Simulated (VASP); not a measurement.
# Absorption of AlN from time-dependent hybrids, part 4 of 5

Wanted: excitation energies of AlN by functional. The cell is of the wurtzite type, one of the forms listed for this formula. The start is a cell from a database of measured crystal structures.

VASP 6.6.1, plane waves and PAW; the level of theory is named at each step.

So far, lowest excitation (eV): step 4 (casida equation on LDA, time-dependent LDA, Casida form) 4.24; step 5 (random-phase approximation on LDA, RPA spectrum on LDA) 4.24; step 9 (casida equation on HSE06, time-dependent HSE06, Casida form) 5.54; step 10 (random-phase approximation on HSE06, RPA spectrum on HSE06) 5.59.

The database entry behind the starting cell differs from later determinations by our own check (inner coordinate u about 0.002 short), so it need not match the best structure at ambient conditions.

## Step 11: Dielectric constant

This step: LDA; plane waves and PAW (Al, N) (VASP 6.6.1).

Perturbation theory (LEPSILON) gives the dielectric tensor with local fields, and the Born charges. The dielectric constant will set the share of exact exchange; it needs a finer mesh and uses the standard data sets.

Input file INCAR:

```
SYSTEM = AlN
PREC = Accurate
ENCUT = 520
EDIFF = 1E-08
NELM = 100
ISMEAR = 0
SIGMA = 0.01
LREAL = .FALSE.
ALGO = Normal
GGA = CA
NBANDS = 14
LWAVE = .FALSE.
LCHARG = .FALSE.
KPAR = 8
LEPSILON = .TRUE.
```

Input file POSCAR:

```
AlN
1.0
    3.1130000000      0.0000000000      0.0000000000
   -1.5565000000      2.6959370820      0.0000000000
    0.0000000000      0.0000000000      4.9810000000
Al N
2 2
Direct
    0.6666666667      0.3333333333      0.5000000000
    0.3333333333      0.6666666667      0.0000000000
    0.6666666667      0.3333333333      0.8800000000
    0.3333333333      0.6666666667      0.3800000000
```

Input file KPOINTS:

```
Automatic mesh
0
Gamma
11 11 6
0 0 0
```

Potentials, in the order of the species: Al and N (PBE family, release 64).

Started as:

```
mpirun -np 8 vasp_std
```

Log:

```text
[... set-up lines as in an earlier step ...]
 entering main loop
       N       E                     dE             d eps       ncg     rms          rms(c)
DAV:   1     0.436595292201E+02    0.43660E+02   -0.74746E+03  1792   0.102E+03
DAV:   2    -0.335876236184E+02   -0.77247E+02   -0.70070E+02  2496   0.205E+02
DAV:   3    -0.374601282796E+02   -0.38725E+01   -0.38554E+01  2410   0.487E+01
DAV:   4    -0.374886599319E+02   -0.28532E-01   -0.28527E-01  2056   0.472E+00
DAV:   5    -0.374890201700E+02   -0.36024E-03   -0.36023E-03  2368   0.538E-01    0.117E+01
DAV:   6    -0.328840145362E+02    0.46050E+01   -0.12741E+01  2260   0.263E+01    0.394E+00
DAV:   7    -0.328584324125E+02    0.25582E-01   -0.80808E-01  1972   0.603E+00    0.280E+00
DAV:   8    -0.328074687786E+02    0.50964E-01   -0.12315E-01  2182   0.304E+00    0.601E-01
DAV:   9    -0.328000521251E+02    0.74167E-02   -0.24125E-02  2404   0.115E+00    0.251E-01
DAV:  10    -0.328003148289E+02   -0.26270E-03   -0.15518E-03  2020   0.295E-01    0.174E-01
DAV:  11    -0.328002370588E+02    0.77770E-04   -0.10004E-04  2386   0.850E-02    0.368E-02
DAV:  12    -0.328002351441E+02    0.19146E-05   -0.40043E-06  2200   0.153E-02    0.107E-02
DAV:  13    -0.328002347483E+02    0.39585E-06   -0.20318E-06  2344   0.110E-02    0.805E-04
DAV:  14    -0.328002347838E+02   -0.35527E-07   -0.37068E-08  2050   0.169E-03    0.158E-03
DAV:  15    -0.328002347813E+02    0.25212E-08   -0.96963E-09  1502   0.783E-04
   1 F= -.32800235E+02 E0= -.32800235E+02  d E =-.481277E-65
 Linear response reoptimize wavefunctions to high precision
DAV:   1    -0.328002347806E+02    0.68599E-09   -0.21789E-09  1750   0.458E-04
DAV:   2    -0.328002347806E+02   -0.27285E-11   -0.19833E-10  1298   0.142E-04
 Linear response G [H, r] |phi>, progress :
  Direction:   1
       N       E                     dE             d eps       ncg     rms
RMM:   1    -0.617881754021E+02   -0.61788E+02    0.92461E+01  4372   0.718E+01
RMM:   2    -0.542675686724E+02    0.75206E+01   -0.35627E+00  3004   0.154E+01
RMM:   3    -0.542982794948E+02   -0.30711E-01   -0.45053E-02  3241   0.165E+00
RMM:   4    -0.542988591243E+02   -0.57963E-03   -0.19068E-03  3475   0.249E-01
RMM:   5    -0.542987793062E+02    0.79818E-04   -0.17976E-04  3460   0.385E-02
RMM:   6    -0.542987693310E+02    0.99752E-05   -0.50116E-05  3609   0.750E-03
RMM:   7    -0.542987663494E+02    0.29815E-05   -0.20939E-05  3563   0.191E-03
RMM:   8    -0.542987660204E+02    0.32901E-06   -0.89518E-06  3485   0.103E-03
RMM:   9    -0.542987660030E+02    0.17394E-07   -0.14716E-05  2628   0.878E-04
RMM:  10    -0.542987659445E+02    0.58525E-07   -0.27139E-05  2477   0.862E-04
RMM:  11    -0.542987659570E+02   -0.12478E-07   -0.67573E-06  2409   0.857E-04
RMM:  12    -0.542987659454E+02    0.11553E-07   -0.19180E-05  2386   0.861E-04
 Linear response G [H, r] |phi>, progress :
  Direction:   2
       N       E                     dE             d eps       ncg     rms
RMM:   1    -0.664144282717E+02   -0.66414E+02    0.14627E+01  4164   0.708E+01
RMM:   2    -0.623105498228E+02    0.41039E+01   -0.29632E+00  3031   0.141E+01
RMM:   3    -0.623347551225E+02   -0.24205E-01   -0.50832E-02  3214   0.154E+00
RMM:   4    -0.623343373285E+02    0.41779E-03   -0.30582E-03  3441   0.237E-01
RMM:   5    -0.623341529291E+02    0.18440E-03   -0.33671E-04  3503   0.353E-02
RMM:   6    -0.623341322295E+02    0.20700E-04   -0.16636E-04  3642   0.681E-03
RMM:   7    -0.623341248485E+02    0.73809E-05   -0.22511E-05  3603   0.163E-03
RMM:   8    -0.623341238782E+02    0.97029E-06   -0.11622E-05  3411   0.853E-04
RMM:   9    -0.623341239558E+02   -0.77620E-07   -0.12922E-05  2594   0.732E-04
RMM:  10    -0.623341236948E+02    0.26109E-06    0.77505E-06  2436   0.720E-04
RMM:  11    -0.623341238442E+02   -0.14946E-06   -0.20105E-05  2384   0.723E-04
RMM:  12    -0.623341237277E+02    0.11648E-06   -0.13120E-05  2392   0.720E-04
 Linear response G [H, r] |phi>, progress :
  Direction:   3
       N       E                     dE             d eps       ncg     rms
RMM:   1    -0.676557003940E+02   -0.67656E+02    0.29867E+01  4195   0.709E+01
RMM:   2    -0.582658217195E+02    0.93899E+01   -0.33827E+00  2952   0.148E+01
RMM:   3    -0.582974748670E+02   -0.31653E-01   -0.40161E-02  3209   0.158E+00
RMM:   4    -0.582985504774E+02   -0.10756E-02   -0.75436E-04  3412   0.236E-01
RMM:   5    -0.582985688562E+02   -0.18379E-04   -0.16035E-05  3389   0.356E-02
RMM:   6    -0.582985703217E+02   -0.14656E-05   -0.16246E-06  3540   0.669E-03
RMM:   7    -0.582985703466E+02   -0.24869E-07   -0.17814E-06  3496   0.139E-03
RMM:   8    -0.582985703569E+02   -0.10337E-07   -0.24209E-06  3270   0.549E-04
RMM:   9    -0.582985704010E+02   -0.44038E-07    0.45702E-07  2566   0.405E-04
RMM:  10    -0.582985703968E+02    0.41243E-08   -0.20649E-06  2344   0.390E-04
RMM:  11    -0.582985704064E+02   -0.95339E-08    0.47538E-06  2260   0.391E-04
RMM:  12    -0.582985704049E+02    0.14543E-08    0.23248E-06  2225   0.389E-04
 Linear response to external field (no local field effect), progress :
  Direction:   1
       N       E                     dE             d eps       ncg     rms          rms(c)
RMM:   1    -0.346735221606E+00   -0.34674E+00   -0.11372E+00  3731   0.304E+00
RMM:   2    -0.356898814592E+00   -0.10164E-01   -0.49397E-03  3099   0.434E-01
RMM:   3    -0.356996807523E+00   -0.97993E-04   -0.84825E-05  3195   0.506E-02
RMM:   4    -0.356998756726E+00   -0.19492E-05   -0.26032E-06  3350   0.782E-03
RMM:   5    -0.356998807955E+00   -0.51229E-07   -0.12122E-07  3304   0.135E-03
RMM:   6    -0.356998808912E+00   -0.95748E-09   -0.50376E-08  2953   0.278E-04
 change of polarisation eV/A/(eV/A) component  1 :     0.714    -0.237    -0.070
 dielectric tensor                  component  1 :     4.091    -1.027    -0.301
 Linear response to external field (no local field effect), progress :
  Direction:   2
       N       E                     dE             d eps       ncg     rms          rms(c)
RMM:   1    -0.477350411990E+00   -0.47735E+00   -0.17108E+00  3663   0.328E+00
RMM:   2    -0.489235776887E+00   -0.11885E-01   -0.59342E-03  3079   0.454E-01
RMM:   3    -0.489341848340E+00   -0.10607E-03   -0.10265E-04  3213   0.542E-02
RMM:   4    -0.489344130694E+00   -0.22824E-05   -0.32468E-06  3341   0.828E-03
RMM:   5    -0.489344191112E+00   -0.60418E-07   -0.15285E-07  3288   0.145E-03
RMM:   6    -0.489344192788E+00   -0.16760E-08   -0.66653E-08  2862   0.290E-04
 change of polarisation eV/A/(eV/A) component  2 :    -0.237     0.979    -0.047
 dielectric tensor                  component  2 :    -1.027     5.236    -0.204
 Linear response to external field (no local field effect), progress :
  Direction:   3
       N       E                     dE             d eps       ncg     rms          rms(c)
RMM:   1    -0.432593335073E+00   -0.43259E+00   -0.15883E+00  3673   0.309E+00
RMM:   2    -0.443848162471E+00   -0.11255E-01   -0.48840E-03  3037   0.412E-01
RMM:   3    -0.443922959375E+00   -0.74797E-04   -0.74896E-05  3156   0.460E-02
RMM:   4    -0.443924452651E+00   -0.14933E-05   -0.18461E-06  3274   0.676E-03
RMM:   5    -0.443924487930E+00   -0.35278E-07   -0.50478E-08  3246   0.111E-03
RMM:   6    -0.443924489408E+00   -0.14786E-08   -0.63767E-09  2778   0.205E-04
 change of polarisation eV/A/(eV/A) component  3 :    -0.070    -0.047     0.888
 dielectric tensor                  component  3 :    -0.301    -0.204     4.843
 Linear response to external field, progress :
  Direction:   1
       N       E                     dE             d eps       ncg     rms          rms(c)
RMM:   1    -0.412499993185E+00   -0.41250E+00   -0.14286E+00 11747   0.313E+00
RMM:   2    -0.423067624861E+00   -0.10568E-01   -0.54204E-03  9821   0.436E-01    0.969E-01
RMM:   3    -0.409805574224E+00    0.13262E-01   -0.86912E-03  9599   0.563E-01    0.570E-01
RMM:   4    -0.423699470274E+00   -0.13894E-01   -0.12797E-02  9920   0.689E-01    0.723E-02
RMM:   5    -0.425709431848E+00   -0.20100E-02   -0.24569E-04 10470   0.118E-01    0.114E-02
RMM:   6    -0.425907758102E+00   -0.19833E-03   -0.27945E-06 10962   0.119E-02    0.497E-03
RMM:   7    -0.426021320042E+00   -0.11356E-03   -0.27278E-07 10885   0.339E-03    0.465E-04
RMM:   8    -0.426026177001E+00   -0.48570E-05   -0.80222E-08 11133   0.565E-04    0.189E-04
RMM:   9    -0.426025292434E+00    0.88457E-06   -0.16395E-07  9931   0.241E-04    0.193E-05
RMM:  10    -0.426025928401E+00   -0.63597E-06   -0.20002E-08  6992   0.948E-05    0.532E-06
 change of polarisation eV/A/(eV/A) component  1 :     0.795    -0.040    -0.000
 dielectric tensor                  component  1 :     4.442    -0.173    -0.000
 Linear response to external field, progress :
  Direction:   2
       N       E                     dE             d eps       ncg     rms          rms(c)
RMM:   1    -0.412647615326E+00   -0.41265E+00   -0.14301E+00 11843   0.311E+00
RMM:   2    -0.423072111385E+00   -0.10424E-01   -0.53785E-03  9845   0.433E-01    0.969E-01
RMM:   3    -0.409802909641E+00    0.13269E-01   -0.86351E-03  9638   0.562E-01    0.570E-01
RMM:   4    -0.423721672473E+00   -0.13919E-01   -0.12932E-02  9964   0.690E-01    0.722E-02
RMM:   5    -0.425698331985E+00   -0.19767E-02   -0.23931E-04 10483   0.116E-01    0.115E-02
RMM:   6    -0.425908898624E+00   -0.21057E-03   -0.28430E-06 10927   0.119E-02    0.500E-03
RMM:   7    -0.426021651997E+00   -0.11275E-03   -0.27244E-07 10851   0.352E-03    0.448E-04
RMM:   8    -0.426025501933E+00   -0.38499E-05    0.29994E-08 11110   0.512E-04    0.200E-04
RMM:   9    -0.426025025241E+00    0.47669E-06   -0.41932E-08  9700   0.200E-04    0.906E-06
 change of polarisation eV/A/(eV/A) component  2 :    -0.089     0.795    -0.000
 dielectric tensor                  component  2 :    -0.387     4.442    -0.000
 Linear response to external field, progress :
  Direction:   3
       N       E                     dE             d eps       ncg     rms          rms(c)
RMM:   1    -0.432593335073E+00   -0.43259E+00   -0.15883E+00  3673   0.309E+00
RMM:   2    -0.443848158275E+00   -0.11255E-01   -0.48839E-03  3037   0.412E-01    0.979E-01
RMM:   3    -0.431971974799E+00    0.11876E-01   -0.74448E-03  2950   0.535E-01    0.577E-01
RMM:   4    -0.446369511676E+00   -0.14398E-01   -0.11140E-02  3064   0.656E-01    0.696E-02
RMM:   5    -0.448129149307E+00   -0.17596E-02   -0.16623E-04  3236   0.967E-02    0.228E-02
RMM:   6    -0.448648994684E+00   -0.51985E-03   -0.14500E-05  3333   0.252E-02    0.580E-03
RMM:   7    -0.448785609411E+00   -0.13661E-03   -0.59081E-07  3300   0.548E-03    0.165E-03
RMM:   8    -0.448809268951E+00   -0.23660E-04   -0.21616E-08  3428   0.105E-03    0.200E-04
RMM:   9    -0.448808927695E+00    0.34126E-06   -0.22997E-09  3276   0.215E-04    0.428E-05
RMM:  10    -0.448808863524E+00    0.64171E-07    0.40833E-08  2430   0.781E-05    0.874E-06
 change of polarisation eV/A/(eV/A) component  3 :    -0.069    -0.047     0.840
 dielectric tensor                  component  3 :    -0.299    -0.203     4.638
 Born effective charges drift removed
```

Run time: 58 s. Hardware: 8 MPI ranks of AMD EPYC 7R43, shared host; peak memory 2.9 GiB; 6.4 min of CPU time.

OUTCAR, selected parts (step 11):

```text
   k-points           NKPTS =     64   k-points in BZ     NKDIM =     64   number of bands    NBANDS=     14

   ENCUT  =  520.0 eV  38.22 Ry    6.18 a.u.   5.79  5.79  9.26*2*pi/ulx,y,z

   NELECT =      16.0000    total number of electrons

  Total       -1.0620755     -1.0620755     -0.6247023      0.0000000      0.0000000      0.0000000
  in kB      -40.7062014    -40.7062014    -23.9429841      0.0000000      0.0000000      0.0000000
  external PRESSURE =     -35.1184623 kB  Pullay stress =       0.0000000 kB

 POSITION                                       TOTAL-FORCE (eV/Angst)
 -----------------------------------------------------------------------------------
      1.55650      0.89865      2.49050        -0.000000      0.000000     -0.121553
     -0.00000      1.79729      0.00000         0.000000     -0.000000     -0.121553
      1.55650      0.89865      4.38328        -0.000000      0.000000      0.121553
     -0.00000      1.79729      1.89278         0.000000      0.000000      0.121553
 -----------------------------------------------------------------------------------
    total drift:                               -0.000000     -0.000000      0.000358

 MACROSCOPIC STATIC DIELECTRIC TENSOR (including local field effects in DFT)
 ------------------------------------------------------
           4.441786    -0.000000    -0.000000
           0.000000     4.441786     0.000000
          -0.000000     0.000000     4.637993
 ------------------------------------------------------

 PIEZOELECTRIC TENSOR (including local field effects)  for field in x, y, z        (C/m^2)
          XX          YY          ZZ          XY          YZ          ZX
  --------------------------------------------------------------------------------
  x     0.00000     0.00000     0.00000     0.00000     0.00000     0.33616
  y     0.00000     0.00000    -0.00000     0.00000     0.33616     0.00000
  z     0.25732     0.25732    -0.38410     0.00000     0.00000     0.00000

 BORN EFFECTIVE CHARGES (including local field effects) (in |e|, cummulative output)
 ---------------------------------------------------------------------------------
 ion    1
    1     2.51444    -0.00000    -0.00000
    2     0.00000     2.51444     0.00000
    3     0.00000     0.00000     2.66770
 ion    2
    1     2.51444     0.00000    -0.00000
    2     0.00000     2.51444     0.00000
    3     0.00000     0.00000     2.66770
 ion    3
    1    -2.51444     0.00000    -0.00000
    2    -0.00000    -2.51444     0.00000
    3     0.00000     0.00000    -2.66770
 ion    4
    1    -2.51444    -0.00000     0.00000
    2     0.00000    -2.51444     0.00000
    3     0.00000     0.00000    -2.66770

[... 4 parts as in an earlier step ...]

[... 5 further parts left out ...]
```

Energies printed during the response cycles are not total energies of the cell.

Numbers from this step:

```yaml
fermi_energy: 5.971 eV
pressure: -3.512 GPa
gap_on_the_k_mesh: 4.243 eV
least_direct_gap_on_the_k_mesh: 4.243 eV
```

Electronic dielectric tensor with local fields:

```
4.44 0.00 0.00
0.00 4.44 0.00
0.00 0.00 4.64
```

Born effective charge (e), principal values of the symmetric part by kind of site:

```
atom  atoms with these values    low  middle   high   mean
 Al1                        2   2.51    2.51   2.67   2.57
  N3                        2  -2.67   -2.51  -2.51  -2.57
```

In full for Al1:

```
2.51 0.00 0.00
0.00 2.51 0.00
0.00 0.00 2.67
```

Piezoelectric tensor with clamped ions (C/m²), by row:

```
field      xx      yy       zz  xy      yz      zx
    x       0       0        0   0       0  0.3362
    y       0       0        0   0  0.3362       0
    z  0.2573  0.2573  -0.3841   0       0       0
```

The mean electronic (clamped-ion) dielectric constant is 4.51.

## Step 12: Ground state at PBE-EpsX

This step: PBE-EpsX; plane waves and PAW (Al, N) (VASP 6.6.1).

The orbitals come from a self-consistent PBE-EpsX run. A small SIGMA keeps every occupation at zero or full. PBE-EpsX is PBE with a share of exact exchange equal to one over the dielectric constant found above.

Input file INCAR:

```
SYSTEM = AlN
PREC = Accurate
ENCUT = 420
EDIFF = 1E-08
NELM = 100
ISMEAR = 0
SIGMA = 0.01
LREAL = .FALSE.
ALGO = Normal
LHFCALC = .TRUE.
AEXX = 0.222
GGA = PE
LASPH = .TRUE.
NBANDS = 14
PRECFOCK = Fast
LORBIT = 11
LWAVE = .TRUE.
LCHARG = .FALSE.
KPAR = 8
```

POSCAR is that of step 11.

Input file KPOINTS:

```
Automatic mesh
0
Gamma
6 6 4
0 0 0
```

Started as:

```
mpirun -np 8 vasp_std
```

Log:

```text
[... set-up lines as in an earlier step ...]
 entering main loop
       N       E                     dE             d eps       ncg     rms          rms(c)
DAV:   1    -0.359425814851E+02   -0.35943E+02   -0.12432E+00   760   0.806E+00    0.108E+01
DAV:   2    -0.359496880739E+02   -0.71066E-02   -0.42899E-02   762   0.171E+00    0.773E+00
DAV:   3    -0.359454975407E+02    0.41905E-02   -0.77077E-03   726   0.644E-01    0.492E+00
DAV:   4    -0.359451960520E+02    0.30149E-03   -0.10984E-03   744   0.233E-01    0.297E+00
DAV:   5    -0.359449459312E+02    0.25012E-03   -0.60179E-05   714   0.674E-02    0.177E+00
DAV:   6    -0.359448553416E+02    0.90590E-04   -0.49223E-05   714   0.605E-02    0.104E+00
DAV:   7    -0.359448280233E+02    0.27318E-04   -0.85256E-06   750   0.267E-02    0.599E-01
DAV:   8    -0.359448183903E+02    0.96330E-05   -0.21769E-06   750   0.128E-02    0.346E-01
DAV:   9    -0.359448154756E+02    0.29147E-05   -0.97078E-07   756   0.808E-03    0.200E-01
DAV:  10    -0.359448147142E+02    0.76145E-06   -0.30067E-07   768   0.477E-03    0.115E-01
DAV:  11    -0.359448145799E+02    0.13428E-06   -0.10433E-07   744   0.302E-03    0.664E-02
DAV:  12    -0.359448146124E+02   -0.32532E-07   -0.39441E-08   744   0.193E-03    0.382E-02
DAV:  13    -0.359448146712E+02   -0.58763E-07   -0.13795E-08   492   0.120E-03    0.223E-02
DAV:  14    -0.359448147211E+02   -0.49934E-07   -0.70556E-09   372   0.905E-04    0.128E-02
DAV:  15    -0.359448147566E+02   -0.35478E-07   -0.23882E-09   372   0.544E-04    0.724E-03
DAV:  16    -0.359448147796E+02   -0.23028E-07   -0.88684E-10   378   0.357E-04    0.407E-03
DAV:  17    -0.359448147941E+02   -0.14489E-07   -0.31912E-10   378   0.244E-04    0.229E-03
DAV:  18    -0.359448148030E+02   -0.89199E-08   -0.13323E-10   378   0.185E-04
   1 F= -.35944815E+02 E0= -.35944815E+02  d E =-.426927E-16
 writing wavefunctions
```

It took 98 s on 8 MPI ranks; peak memory 0.97 GiB; 11 min of CPU time.

From OUTCAR (step 12):

```text
   NELECT =      16.0000    total number of electrons

 E-fermi :   5.0301

 k-point     1 :       0.0000    0.0000    0.0000
  band No.  band energies     occupation
    ...
      4       4.0551      2.00000
      5       4.0552      2.00000
      6       4.7809      2.00000
      7       4.7810      2.00000
      8       4.9776      2.00000
      9      11.0466      0.00000
     10      13.6120      0.00000
     11      17.9307      0.00000
     12      18.2629      0.00000
     13      18.2629      0.00000
    ...

 POSITION                                       TOTAL-FORCE (eV/Angst)
 -----------------------------------------------------------------------------------
      1.55650      0.89865      2.49050         0.000000     -0.000000     -0.128271
     -0.00000      1.79729      0.00000        -0.000000      0.000000     -0.128271
      1.55650      0.89865      4.38328         0.000000     -0.000000      0.128271
     -0.00000      1.79729      1.89278        -0.000000      0.000000      0.128271
 -----------------------------------------------------------------------------------
    total drift:                                0.000000     -0.000001      0.002848

  FREE ENERGIE OF THE ION-ELECTRON SYSTEM (eV)
  ---------------------------------------------------
  free  energy   TOTEN  =       -35.9448148030 eV

  energy  without entropy=      -35.9448148030  energy(sigma->0) =      -35.94481480

[... 10 parts as in an earlier step ...]

[... 8 further parts left out ...]
```

This step gave:

| Item | Value |
| --- | --- |
| free energy (TOTEN) | -35.94 eV |
| Fermi energy | 5.030 eV |
| gap on the k-mesh | 6.069 eV |
| least direct gap on the k-mesh | 6.069 eV |

[end of part 4 of 5]

[Lines on the potential files, build, host, timing and source positions are cut from VASP's logs without a mark.]

[Logs are printed without paths, hosts, clocks, repeated set-up lines and the standing remarks that a program may print on its own settings, such as how far it seeks lower states.]

[Hosts, paths, dates, database ids (printed as entryN), source tags and the programs' standing remarks are cut or masked in the printed files.]

[Pressures printed for these runs are not shown converged in the cutoff: they can be off by several GPa and have the wrong sign.]
